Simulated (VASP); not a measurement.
VASP runs on CdS (zinc blende) share one base input (PBE GGA, plane waves, VASP's PBE PAW potentials (set 64)) and change the settings named in each case.

### KPOINTS
```
Automatic mesh
0
Gamma
7 7 7
0 0 0
```

INCAR:
```
# general
SYSTEM =CdS
PREC   =Accurate
ENCUT  =400   # plane-wave cut-off (eV)
LREAL  =.FALSE.
LASPH  =.TRUE.   # aspherical one-centre terms

# electronic loop
EDIFF  =1E-6   # SCF stop (eV)
NELM   =100   # most electronic steps
ALGO   =Normal
LMAXMIX=4   # l cut-off of mixed one-centre charges

# smearing
ISMEAR =0   # Gaussian
SIGMA  =0.05   # width (eV)

# functional
GGA    =PE

# ions
ISIF   =2   # forces and stress, cell fixed

# output
LWAVE  =.FALSE.
LCHARG =.FALSE.
```

File POSCAR:
```
CdS
4.1976690
  0.0000000000   0.7071067299   0.7071067299
  0.7071067299   0.0000000000   0.7071067299
  0.7071067299   0.7071067299   0.0000000000
Cd S
1 1
Direct
  0.0000000000   0.0000000000   0.0000000000
  0.2500000000   0.2500000000   0.2500000000
```

POTCAR, in this order: Cd S (PBE.64 set). Program: vasp_std.

```
change                                         E(σ→0) (eV/atom)  pressure (GPa)
---------------------------------------------  ----------------  --------------
base run                                                -3.0721           -0.36
GGA = 91                                                -3.0960               ?
GGA = RP                                                -2.7545            1.67
GGA = RE                                                -2.7901            1.13
GGA removed, LMIXTAU = .TRUE., METAGGA = TPSS           -9.7610           -0.19
GGA = PS                                                -3.3943               ?
GGA removed, LMIXTAU = .TRUE., METAGGA = SCAN          -20.7662           -2.26
```

Task: Some entries are withheld; supply them.

Result: 
- GGA = 91, pressure (GPa): -0.43
- GGA = PS, pressure (GPa): -3.13

Energies of different potentials or functionals have different zeros.  The base run's pressure lies -0.39 GPa from that at 675 eV (Pulay error).

Left out are runs that ran out of time, are held back, or changed the cell or the kind of run, fixed moments of cells without a moment, rows past the twelfth, gaps on odd meshes, pressures of charged cells and columns that move by less than the noise.

The compound is CdS in the zinc blende structure, a metastable form; wurtzite is the usual one. The cell was not relaxed at this level.
